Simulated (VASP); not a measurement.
# MnTeS with PBEsol + U: from relaxation to properties

Wanted: the relaxed cell of MnTeS and its properties. The steps: rough relaxation of the start cell, full relaxation (PBEsol + U), second relaxation, single point with fields (PBEsol + U), bands along the symmetry lines (PBEsol + U), total and projected DOS (PBEsol + U), volume scan with PBEsol + U, fit for PBEsol + U, zone-centre phonons (PBEsol + U) and total energy, forces and stress (PBEsol + U), changed input. The cell is invented: it takes the structure of a Materials Project entry for TiTeS (space group 156 there), with some of its atoms replaced by other elements, volume scaled by an estimate. It may not be a known or stable phase.

Main program and level: VASP 6.6.1; PBEsol, DFT+U (Mn d 5.3 eV), spin-polarised from a ferromagnetic start (one magnetic atom a cell); plane waves and PAW (Te, Mn_pv, S), in the first sound run; inputs show where later runs differ.

Most raw output is cut from this account.

### Step 1. Set-up

Before any relaxation, the start is as follows. It takes space group P3m1 (No. 156, trigonal). Conventional cell: a = 3.618 Å, b = 3.618 Å, c = 6.551 Å, α = 90.00°, β = 90.00°, γ = 120.00°. Te has 3 Mn at 2.81 Å nearest. Nearest to Mn lie 3 S at 2.42 Å and 3 Te at 2.81 Å. Nearest to S lie 3 Mn at 2.42 Å. It derives from TiTeS. it takes the structure of a Materials Project entry for TiTeS (space group 156 there), with some of its atoms replaced by other elements, volume scaled by an estimate. Farther neighbours and most contacts between anions are not listed.

Coordinates:

```xyz
3
Lattice="3.6177 0.0000 0.0000 -1.8088 3.1330 0.0000 0.0000 0.0000 6.5512" Properties=species:S:1:pos:R:3 pbc="T T T"
Te    0.0000    0.0000    4.8938
Mn    0.0000    2.0887    0.2179
S     1.8088    1.0443    1.4395
```

### Step 2. Rough relaxation of the start cell

The start is only an estimate, so a cheap relaxation brings it near a minimum before any careful run. PBEsol restores the gradient expansion of exchange and is tuned for the cells of solids. A Hubbard U penalises fractional filling of the localised shell, which semilocal functionals favour.

INCAR

```
SYSTEM = MnTeS
PREC = Normal
ENCUT = 400
EDIFF = 1E-05
NELM = 60
ISMEAR = 0
SIGMA = 0.05
LREAL = .FALSE.
ALGO = Fast
GGA = PS
NBANDS = 20
ISPIN = 2
MAGMOM = 0 4 0
LDAU = .TRUE.
LDAUTYPE = 2
LDAUL = -1 2 -1
LDAUU = 0 5.3 0
LDAUJ = 0 0 0
LDAUPRINT = 1
LASPH = .TRUE.
LMAXMIX = 4
LORBIT = 11
LWAVE = .FALSE.
LCHARG = .FALSE.
IBRION = 2
NSW = 40
ISIF = 3
EDIFFG = -0.04
```

POSCAR

```
MnTeS
1.0
    3.6176530000      0.0000000000      0.0000000000
   -1.8088260000      3.1329790000      0.0000000000
    0.0000000000      0.0000000000      6.5512130000
Te Mn S
1 1 1
Direct
    0.0000000000      0.0000000000      0.7470097000
    0.3333333300      0.6666666700      0.0332652300
    0.6666666700      0.3333333300      0.2197240700
```

KPOINTS

```
Automatic mesh
0
Gamma
5 5 3
0 0 0
```

PAW data sets: Te, Mn_pv and S (PBE family, release 64).

Command:

```
$ mpirun -np 1 vasp_std
```

The job ended after 3 min (1 MPI rank of Intel Xeon 6975P-C (Granite Rapids), shared host; peak memory 0.15 GiB).

The cell holds one magnetic atom, so no antiferromagnetic order fits into it. The k-mesh is coarse for a metal. The bonds form layers, held to each other by dispersion, which PBEsol lacks, so the spacing between them is unreliable. This relaxation is a rough one on cheap settings, only to bring the start near its minimum. The PAW data sets were made with PBE, which is usual practice but a small mismatch for other functionals. After so large a change of volume the plane waves of the start cell no longer fit, so the final stress carries a basis-set error. The run keeps the 6 symmetry operations of its start, so it cannot find a distortion of lower symmetry.

Step by step (22 of 29):

| step | energy less that of the first step (eV) | largest force (eV/Å) | pressure (GPa) | volume (Å³) |
| --- | --- | --- | --- | --- |
| 1 | 0.0000 | 0.5241 | -0.69 | 74.25 |
| 2 | -0.0230 | 0.3904 | -0.15 | 73.11 |
| 4 | -0.0299 | 0.4746 | 0.61 | 72.10 |
| 5 | -0.0474 | 0.3521 | -0.34 | 72.39 |
| 6 | -0.0651 | 0.2347 | -1.42 | 72.76 |
| 8 | -0.0766 | 0.1313 | -2.32 | 73.10 |
| 9 | -0.0842 | 0.0749 | -2.35 | 72.75 |
| 10 | -0.0991 | 0.0896 | -2.23 | 71.72 |
| 12 | -0.1022 | 0.1938 | -2.21 | 71.02 |
| 13 | -0.1127 | 0.1622 | -1.59 | 70.14 |
| 14 | -0.1238 | 0.2787 | 0.29 | 67.82 |
| 16 | -0.1267 | 0.2070 | 0.22 | 67.86 |
| 17 | -0.1313 | 0.0765 | 0.09 | 67.48 |
| 18 | -0.1316 | 0.1162 | 0.20 | 67.34 |
| 20 | -0.1331 | 0.0940 | -0.45 | 67.71 |
| 21 | -0.1338 | 0.0806 | -0.29 | 67.64 |
| 22 | -0.1354 | 0.0536 | -0.12 | 67.42 |
| 24 | -0.1359 | 0.2677 | 0.62 | 66.07 |
| 25 | -0.1392 | 0.1276 | 0.23 | 66.69 |
| 26 | -0.1400 | 0.1255 | 0.19 | 66.66 |
| 28 | -0.1406 | 0.0751 | -0.05 | 66.70 |
| 29 | -0.1409 | 0.0264 | -0.17 | 66.79 |

| conventional cell, symmetrised | before | after | change |
| --- | --- | --- | --- |
| a (Å) | 3.618 | 3.525 | -2.6 % |
| b (Å) | 3.618 | 3.525 | -2.6 % |
| c (Å) | 6.551 | 6.208 | -5.2 % |
| volume (Å³/atom) | 24.75 | 22.26 | -10.1 % |

The atoms that moved most (Å, as changes of fractional coordinates times the final cell):

| atom | dx | dy | dz | length |
| --- | --- | --- | --- | --- |
| Te1 | 0.000 | 0.000 | -0.286 | 0.286 |
| S3 | 0.000 | 0.000 | 0.200 | 0.200 |
| Mn2 | 0.000 | 0.000 | 0.086 | 0.086 |

Final coordinates:

```cif
data_structure
_symmetry_space_group_name_H-M 'P 1'
_symmetry_Int_Tables_number 1
_cell_length_a 3.5246
_cell_length_b 3.5246
_cell_length_c 6.2079
_cell_angle_alpha 90.000
_cell_angle_beta 90.000
_cell_angle_gamma 120.000
_cell_volume 66.79
loop_
_atom_site_label
_atom_site_type_symbol
_atom_site_fract_x
_atom_site_fract_y
_atom_site_fract_z
_atom_site_occupancy
Te1 Te 0.00000 0.00000 0.70102 1
Mn2 Mn 0.33333 0.66667 0.04704 1
S3 S 0.66667 0.33333 0.25194 1
```

This step gave:

| Quantity | Value |
| --- | --- |
| electrons | 25 |
| bands | 20 |
| irreducible k-points | 12 |
| symmetry operations | 6 |
| free energy (TOTEN) | -15.85 eV |
| energy at zero smearing | -15.85 eV |
| Fermi energy | 5.834 eV |
| pressure | -0.1667 GPa |
| moment of the cell, from the last line of the log | 4.120 μB |
| metallic | yes |
| SCF cycles over all ionic steps | 214 |

Spin moment in the PAW sphere by atom:

| atom | spin moment in the PAW sphere (μB) |
| --- | --- |
| Te1 | -0.09 |
| Mn2 | 4.36 |
| S3 | -0.23 |

It ends with a largest force of 0.026 eV/Å and a pressure of -0.17 GPa.

### Step 3. Full relaxation (PBEsol + U)

Properties are meant for the cell that this level of theory prefers, so cell and atoms are relaxed first (ISIF = 3) until forces and stress are small; EDIFFG sets the threshold.

INCAR

```
SYSTEM = MnTeS
PREC = Accurate
ENCUT = 400
EDIFF = 1E-06
NELM = 100
ISMEAR = 0
SIGMA = 0.05
LREAL = .FALSE.
ALGO = Normal
GGA = PS
NBANDS = 20
ISPIN = 2
MAGMOM = 0 4 0
LDAU = .TRUE.
LDAUTYPE = 2
LDAUL = -1 2 -1
LDAUU = 0 5.3 0
LDAUJ = 0 0 0
LDAUPRINT = 1
LASPH = .TRUE.
LMAXMIX = 4
LORBIT = 11
LWAVE = .FALSE.
LCHARG = .FALSE.
IBRION = 2
NSW = 60
ISIF = 3
EDIFFG = -0.01
```

POSCAR

```
MnTeS
1.0
    3.5245673983     -0.0000000155      0.0000000000
   -1.7622832255      3.0523645438      0.0000000000
    0.0000000000      0.0000000000      6.2079255134
Te Mn S
1 1 1
Direct
    0.0000000000      0.0000000000      0.7010162916
    0.3333333300      0.6666666700      0.0470390367
    0.6666666700      0.3333333300      0.2519436717
```

KPOINTS

```
Automatic mesh
0
Gamma
6 6 3
0 0 0
```

Command:

```
$ mpirun -np 1 vasp_std
```

It took 3.5 min on 1 MPI rank; peak memory 0.19 GiB.

Step by step (22 of 24):

| step | energy less that of the first step (eV) | largest force (eV/Å) | pressure (GPa) | volume (Å³) |
| --- | --- | --- | --- | --- |
| 1 | 0.0000 | 0.1674 | -0.41 | 66.79 |
| 2 | -0.0061 | 0.0978 | 0.10 | 66.23 |
| 3 | -0.0095 | 0.1059 | 0.73 | 65.53 |
| 4 | -0.0111 | 0.1688 | 2.08 | 64.13 |
| 5 | -0.0115 | 0.1542 | 1.23 | 64.95 |
| 6 | -0.0124 | 0.1425 | 1.64 | 64.54 |
| 8 | -0.0228 | 0.1067 | 1.46 | 64.62 |
| 9 | -0.0273 | 0.2675 | 1.36 | 64.70 |
| 10 | -0.0277 | 0.2258 | 1.39 | 64.69 |
| 11 | -0.0322 | 0.1844 | 0.86 | 65.16 |
| 12 | -0.0363 | 0.1518 | -0.52 | 66.58 |
| 13 | -0.0366 | 0.1532 | -0.27 | 66.30 |
| 14 | -0.0376 | 0.1143 | -0.22 | 66.27 |
| 15 | -0.0393 | 0.0269 | -0.10 | 66.17 |
| 16 | -0.0394 | 0.0468 | -0.04 | 66.15 |
| 17 | -0.0396 | 0.0403 | -0.02 | 66.10 |
| 19 | -0.0404 | 0.0541 | 0.13 | 65.67 |
| 20 | -0.0405 | 0.0519 | 0.06 | 65.72 |
| 21 | -0.0406 | 0.0474 | -0.10 | 65.83 |
| 22 | -0.0406 | 0.0497 | -0.04 | 65.78 |
| 23 | -0.0407 | 0.0232 | 0.02 | 65.75 |
| 24 | -0.0408 | 0.0059 | 0.06 | 65.72 |

| conventional cell, symmetrised | before | after | change |
| --- | --- | --- | --- |
| a (Å) | 3.525 | 3.654 | +3.7 % |
| b (Å) | 3.525 | 3.654 | +3.7 % |
| c (Å) | 6.208 | 5.684 | -8.4 % |
| volume (Å³/atom) | 22.26 | 21.91 | -1.6 % |

The atoms that moved most (Å, as changes of fractional coordinates times the final cell):

| atom | dx | dy | dz | length |
| --- | --- | --- | --- | --- |
| Mn2 | 0.000 | 0.000 | -0.025 | 0.025 |
| Te1 | 0.000 | 0.000 | 0.019 | 0.019 |
| S3 | 0.000 | 0.000 | 0.006 | 0.006 |

The relaxed structure:

```
Te Mn S
1.0
     3.65404    0.00000    0.00000
    -1.82702    3.16449    0.00000
     0.00000    0.00000    5.68378
Te Mn S
1 1 1
Direct
  0.00000 0.00000 0.70443
  0.33333 0.66667 0.04265
  0.66667 0.33333 0.25291
```

Numbers from this step:

```
irreducible k-points                              : 17
free energy (TOTEN)                               : -15.82 eV
energy at zero smearing                           : -15.82 eV
Fermi energy                                      : 5.963 eV
pressure                                          : 0.06265 GPa
moment of the cell, from the last line of the log : 3.574 μB
SCF cycles over all ionic steps                   : 189
```

Spin moment in the PAW sphere by atom:

| atom | spin moment in the PAW sphere (μB) |
| --- | --- |
| Te1 | -0.38 |
| Mn2 | 4.30 |
| S3 | -0.21 |

It ends with a largest force of 0.006 eV/Å and a pressure of 0.06 GPa.

### Step 4. Second relaxation

A relaxation keeps the plane waves of the cell it began with, so it is repeated from the new cell, on a basis made for it. The mesh changes with the cell too.

INCAR is that of step 3.

POSCAR

```
MnTeS
1.0
    3.6540386966      0.0000000041      0.0000000000
   -1.8270188398      3.1644899259      0.0000000000
    0.0000000000      0.0000000000      5.6837838891
Te Mn S
1 1 1
Direct
    0.0000000000      0.0000000000      0.7044306826
    0.3333333300      0.6666666700      0.0426543318
    0.6666666700      0.3333333300      0.2529139856
```

KPOINTS

```
Automatic mesh
0
Gamma
6 6 4
0 0 0
```

Command:

```
$ mpirun -np 1 vasp_std
```

Elapsed: 3.2 min, on 1 MPI rank; peak memory 0.2 GiB.

The steps of the relaxation:

| step | energy less that of the first step (eV) | largest force (eV/Å) | pressure (GPa) | volume (Å³) |
| --- | --- | --- | --- | --- |
| 1 | 0.0000 | 0.0451 | 0.01 | 65.72 |
| 2 | -0.0012 | 0.0179 | -0.03 | 65.74 |
| 3 | -0.0032 | 0.0640 | -0.09 | 65.78 |
| 4 | -0.0034 | 0.0818 | -0.16 | 65.79 |
| 5 | -0.0043 | 0.0613 | 0.06 | 65.49 |
| 6 | -0.0043 | 0.0596 | 0.20 | 65.33 |
| 7 | -0.0047 | 0.0329 | -0.04 | 65.51 |
| 8 | -0.0047 | 0.0367 | -0.11 | 65.54 |
| 9 | -0.0050 | 0.0301 | -0.08 | 65.40 |
| 10 | -0.0058 | 0.0322 | 0.11 | 64.96 |
| 11 | -0.0059 | 0.0429 | 0.10 | 64.93 |
| 12 | -0.0059 | 0.0564 | 0.10 | 64.89 |
| 13 | -0.0059 | 0.0502 | 0.10 | 64.91 |
| 14 | -0.0060 | 0.0473 | 0.06 | 64.95 |
| 15 | -0.0063 | 0.0367 | -0.05 | 65.09 |
| 16 | -0.0063 | 0.0211 | -0.18 | 65.38 |
| 17 | -0.0064 | 0.0245 | -0.13 | 65.28 |
| 18 | -0.0065 | 0.0120 | -0.02 | 65.20 |
| 19 | -0.0065 | 0.0107 | -0.02 | 65.18 |
| 20 | -0.0065 | 0.0129 | 0.04 | 65.15 |
| 21 | -0.0065 | 0.0107 | -0.01 | 65.17 |
| 22 | -0.0065 | 0.0093 | -0.01 | 65.17 |

| conventional cell, symmetrised | before | after | change |
| --- | --- | --- | --- |
| a (Å) | 3.654 | 3.731 | +2.1 % |
| b (Å) | 3.654 | 3.731 | +2.1 % |
| c (Å) | 5.684 | 5.407 | -4.9 % |
| volume (Å³/atom) | 21.91 | 21.72 | -0.8 % |

The atoms that moved most (Å, as changes of fractional coordinates times the final cell):

| atom | dx | dy | dz | length |
| --- | --- | --- | --- | --- |
| S3 | 0.000 | 0.000 | 0.023 | 0.023 |
| Te1 | 0.000 | 0.000 | -0.013 | 0.013 |
| Mn2 | 0.000 | 0.000 | -0.010 | 0.010 |

The relaxed structure:

```cif
data_structure
_symmetry_space_group_name_H-M 'P 1'
_symmetry_Int_Tables_number 1
_cell_length_a 3.7306
_cell_length_b 3.7306
_cell_length_c 5.4075
_cell_angle_alpha 90.000
_cell_angle_beta 90.000
_cell_angle_gamma 120.000
_cell_volume 65.17
loop_
_atom_site_label
_atom_site_type_symbol
_atom_site_fract_x
_atom_site_fract_y
_atom_site_fract_z
_atom_site_occupancy
Te1 Te 0.00000 0.00000 0.70208 1
Mn2 Mn 0.33333 0.66667 0.04081 1
S3 S 0.66667 0.33333 0.25711 1
```

This step gave:

| Property | Result |
| --- | --- |
| irreducible k-points | 24 |
| free energy (TOTEN) | -15.83 eV |
| energy at zero smearing | -15.83 eV |
| Fermi energy | 6.178 eV |
| pressure | -0.01496 GPa |
| moment of the cell, from the last line of the log | 3.525 μB |
| SCF cycles over all ionic steps | 144 |

Spin moment in the PAW sphere by atom:

| atom | spin moment in the PAW sphere (μB) |
| --- | --- |
| Te1 | -0.41 |
| Mn2 | 4.29 |
| S3 | -0.20 |

It ends with a largest force of 0.009 eV/Å and a pressure of -0.01 GPa.

### Step 5. Single point with fields (PBEsol + U)

A single point on the relaxed cell gives a clean self-consistent state, with density, ELF and potential written out.

Edit INCAR of step 4 so:

```diff
@@ -23,6 +23,5 @@
 LWAVE = .FALSE.
-LCHARG = .FALSE.
-IBRION = 2
-NSW = 60
-ISIF = 3
-EDIFFG = -0.01
+LCHARG = .TRUE.
+ISIF = 2
+LELF = .TRUE.
+LVHAR = .TRUE.
```

POSCAR

```
MnTeS
1.0
    3.7305807492      0.0000000167      0.0000000000
   -1.8652898446      3.2307772556      0.0000000000
    0.0000000000      0.0000000000      5.4074965999
Te Mn S
1 1 1
Direct
    0.0000000000      0.0000000000      0.7020784953
    0.3333333300      0.6666666700      0.0408115017
    0.6666666700      0.3333333300      0.2571090030
```

KPOINTS is that of step 4.

Command:

```
$ mpirun -np 1 vasp_std
```

It took 30 s on 1 MPI rank; peak memory 0.19 GiB.

With spin, VASP writes an ELF for each channel.

Numbers from this step:

```yaml
scf_cycles: 17
pressure: -0.03807 GPa
```

Valence electrons inside each PAW sphere by angular momentum. Sphere charges, by row:

| atom | s (e) | p (e) | d (e) | tot (e) |
| --- | --- | --- | --- | --- |
| Te1 | 1.419 | 1.848 | 0.039 | 3.306 |
| Mn2 | 0.277 | 6.239 | 4.894 | 11.41 |
| S3 | 1.35 | 2.32 | 0 | 3.67 |

Spin density in the ac plane at fractional y = 0.000, with atoms of Te within 0.2 Å of it.

Ten even steps from '_' (-0.07 e/Å³) to '@' (0.10 e/Å³), each cell a mean:
```
..::::--==**##%%##++==--::..
____..::--++****++==--::..__
______..::--======--::..____
::..____..::--==--::..____::
##==..__..::------::..__::++
@@**::__..::------::..__--##
##++..__..::------::..__::++
::..____::--------::..____..
______..::----==----::..____
__....::----======----::..__
::::------==========------::
--------====------====------
--========----------========
========--------------======
========--------------======
============------==========
============================
--======++****##**++++======
----====++##%%@@%%**++====--
------==++##@@@@%%**++==----
```
Columns run along a (3.7 Å), rows up along c (5.4 Å). Atoms in or near the plane, at fractional coordinates: Te at (0.00, 0.70).

ELF of up spins in the ac plane at fractional y = 0.000, with atoms of Te within 0.2 Å of it. It is the smooth field of the valence electrons, not physical close to the nuclei.

Ten even steps from '0' (0.02) to '9' (0.88), each cell a mean:
```
44432111112344
77653211124567
88875322246888
89997522358998
88998632368998
78998622379998
89998521369999
99998411258999
99986310136999
99863111124789
66421222212356
32112355432122
00013577753100
00024788864100
00025788864200
00024677654100
00023444432100
00012222222100
00111111111110
21111111111111
```
Columns run along a (3.7 Å), rows up along c (5.4 Å). Atoms in or near the plane, at fractional coordinates: Te at (0.00, 0.70).

Electrostatic potential energy in the ac plane at fractional y = 0.000, with atoms of Te within 0.2 Å of it. With pseudopotentials it is smooth inside the atoms' cores, unlike the true potential.

Ten even steps from '0' (-90 eV) to '9' (4 eV), each cell a mean:
```
99999999999999
88999999999998
56789999999875
12479999998631
00268999998410
00158999998300
00158999998410
01479999998631
45789999999865
88899999999988
99999999999999
99999999999999
99999999999999
99999999999999
99999999999999
99999999999999
99999999999999
99999999999999
99999999999999
99999999999999
```
Columns run along a (3.7 Å; values clipped at the 3rd and 97th percentile), rows up along c (5.4 Å). Atoms in or near the plane, at fractional coordinates: Te at (0.00, 0.70).

In this run the pressure is -0.04 GPa, small enough to go on.

(Part 1 of 3 ends here.)

[Lines on the potential files, build, host, timing and source positions are cut from VASP's logs without a mark.]

[Logs are printed without paths, hosts, clocks, repeated set-up lines and the standing remarks that a program may print on its own settings, such as how far it seeks lower states.]

[Hosts, paths, dates, database ids (printed as entryN), source tags and the programs' standing remarks are cut or masked in the printed files.]

[A measured line is paired with the nearest computed mode of its activity, which favours agreement.]
